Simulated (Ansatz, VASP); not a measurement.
Si in VASP and in Ansatz

INCAR

```
SYSTEM = Si
ALGO = Fast ; EDIFF = 1E-6
ENCUT = 520 ; ISIF = 2
ISMEAR = 0 ; LASPH = .TRUE.
LCHARG = .TRUE. ; LELF = .TRUE.
LREAL = .FALSE. ; LVHAR = .TRUE.
LWAVE = .FALSE. ; NBANDS = 11
NELM = 60 ; PREC = Accurate
SIGMA = 0.05
```

KPOINTS

```
k-points
0
G
  10 10 10
  0 0 0
```

Contents of POSCAR:

```
Si
1.0
    0.0000000000      2.9499419844      2.3009547478
    2.9499419844      0.0000000000      2.3009547478
    2.9499419844      2.9499419844      0.0000000000
Si
2
Direct
    0.5000000000      0.5000000000      0.5000000000
    0.7500000000      0.7500000000      0.7500000000
```

Input for Ansatz:

```yaml
crystal:
  lattice:
    - [0.0, 2.9499419844, 2.3009547478]
    - [2.9499419844, 0.0, 2.3009547478]
    - [2.9499419844, 2.9499419844, 0.0]
  atoms:
    - { symbol: Si, position: [0.5, 0.5, 0.5] }
    - { symbol: Si, position: [0.75, 0.75, 0.75] }
basis:
  ecutwfc: 420
kpoints:
  mp_grid: { grid: [10, 10, 10] }
hamiltonian:
  xc: lda
scf:
  occupations: { method: gaussian, width: 0.05 }
output:
  forces: true
  stress: true
  eigenvalues: true
```

Alike in both runs: task single point; functional LDA; k mesh 10 × 10 × 10; occupations gaussian, width 0.05 eV; no spin polarisation.

```csv
,VASP,Ansatz
version,VASP 6.6.1,Ansatz 0.2.0
potentials or method,"VASP PAW LDA potentials, release 64 (Si)","scalar-relativistic, plane waves, PAW"
plane-wave cutoff (eV),520,420
valence electrons in the cell,8,8
```

```tsv
	VASP	Ansatz	Ansatz less VASP
gap on the k mesh at the Fermi level (eV)	none	none	-
pressure (GPa)	-4.0	-4.0	-0.01
largest component of the traceless stress (GPa)	8.15	8.16	+0.004
```

A gap of «none» marks a metal or a gap that the smearing closes.
